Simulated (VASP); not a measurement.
Input for VASP

**POSCAR**
```
LiF
1
    0.0000000000     2.0657800697     2.0657800697
    2.0657800697     0.0000000000     2.0657800697
    2.0657800697     2.0657800697     0.0000000000
Li F
1 1
Direct
  0.0000000000   0.0000000000   0.0000000000
  0.5000000000   0.5000000000   0.5000000000
```

**KPOINTS**
```
Automatic mesh
0
Gamma
10 10 10
0 0 0
```

INCAR:
```
SYSTEM=LiF
PREC=Accurate; ENCUT=520; LREAL=F
LASPH=T
EDIFF=1E-6; NELM=100; ALGO=Normal
ISMEAR=0; SIGMA=0.05
GGA=RP
IBRION=2; NSW=60; ISIF=3
EDIFFG=-0.01
LWAVE=F; LCHARG=F
```

POTCAR, in this order: Li_sv F (PBE.64 set). Program: vasp_std.

Write an equivalent input for Quantum ESPRESSO's pw.x.

One equivalent input (not run):
```
&CONTROL
  calculation = 'vc-relax'
  pseudo_dir = './pseudo'
  outdir = './out'
  tprnfor = .true.
  tstress = .true.
  nstep = 60
  forc_conv_thr = 0.00039
/
&SYSTEM
  ibrav = 0
  nat = 2
  ntyp = 2
  ecutwfc = 84
  occupations = 'smearing'
  smearing = 'gaussian'
  degauss = 0.003675
  input_dft = 'rpbe'
/
&ELECTRONS
  conv_thr = 7.3e-08
  electron_maxstep = 100
/
&IONS
/
&CELL
/
ATOMIC_SPECIES
  Li 6.940 Li.upf
  F 18.998 F.upf
CELL_PARAMETERS angstrom
     0.0000000    2.0657801    2.0657801
     2.0657801    0.0000000    2.0657801
     2.0657801    2.0657801    0.0000000
ATOMIC_POSITIONS crystal
  Li   0.0000000  0.0000000  0.0000000
  F    0.5000000  0.5000000  0.5000000
K_POINTS automatic
  10 10 10 0 0 0
```
The two are equivalent in intent, not identical: the potentials are each code's own (VASP's PAW set, PseudoDojo norm-conserving files in pw.x), so ENCUT and ecutwfc are chosen apart and not converted; conv_thr bounds pw.x's estimated SCF error, while EDIFF bounds the energy change between steps; forc_conv_thr acts on force components and is met together with etot_conv_thr.

The compound is LiF in the rock salt structure. This run relaxes it. Symmetry was kept, so distortions that lower it aren't found. The start is the result of an earlier pass.
